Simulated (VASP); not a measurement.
VASP input:

KPOINTS:
```
Automatic mesh
0
Gamma
6 6 12
0 0 0
```

**POSCAR**
```
AgIr3
1
    0.0019354766     3.8473522284     3.9313968445
    3.8473522284     0.0019354766     3.9313968445
    1.9246438525     1.9246438525    -0.0000000000
Ir Ag
3 1
Direct
  0.0000000000   0.0000000000   0.0000000000
  1.0000000000   0.5000000000   0.0000000000
  0.5000000000   1.0000000000   0.0000000000
  0.5000000000   0.5000000000   1.0000000000
```

INCAR:
```
SYSTEM = AgIr3
PREC = Accurate; ENCUT = 400; LREAL = .FALSE.
LASPH = .TRUE.
EDIFF = 1E-6; NELM = 100; ALGO = Normal
LMAXMIX = 6
ISMEAR = 1; SIGMA = 0.1
GGA = PS
IBRION = 2; NSW = 60; ISIF = 3
EDIFFG = -0.02
LWAVE = .FALSE.; LCHARG = .FALSE.
```

POTCAR, in this order: Ir Ag (PBE.64 set). Program: vasp_std.

Problem. Write an equivalent input for Ansatz.

Solution. One equivalent input (not run):
Ansatz 0.2 input:
```yaml
crystal:
  lattice:
    - [0.0019355, 3.8473522, 3.9313968]
    - [3.8473522, 0.0019355, 3.9313968]
    - [1.9246439, 1.9246439, 0.0000000]
  atoms:
    - { symbol: Ir, position: [0.0000000, 0.0000000, 0.0000000] }
    - { symbol: Ir, position: [1.0000000, 0.5000000, 0.0000000] }
    - { symbol: Ir, position: [0.5000000, 1.0000000, 0.0000000] }
    - { symbol: Ag, position: [0.5000000, 0.5000000, 1.0000000] }
kpoints:
  mp_grid: { grid: [6, 6, 12] }
hamiltonian:
  xc: pbesol
  pseudopotentials: { kind: paw }
scf:
  occupations: { method: methfessel_paxton, width: 0.1 }
  max_iter: 100
relax:
  max_steps: 60
  f_tol: 0.02
  cell: {}
output: { forces: true, stress: true, eigenvalues: true }
```
Limits of the translation: each code has its own PAW files, so the cut-off isn't converted (ENCUT is set for VASP's; basis.ecutwfc is left out, and Ansatz then takes the one that its files recommend); Ansatz stops its SCF on the density residual and VASP on the energy change (EDIFF).

The structure was generated: AgIr3 was put into an ordered model structure (Cmmm), which need not be its known phase. This run relaxes it. Symmetry was kept, so distortions that lower it aren't found. The start is the result of an earlier pass.
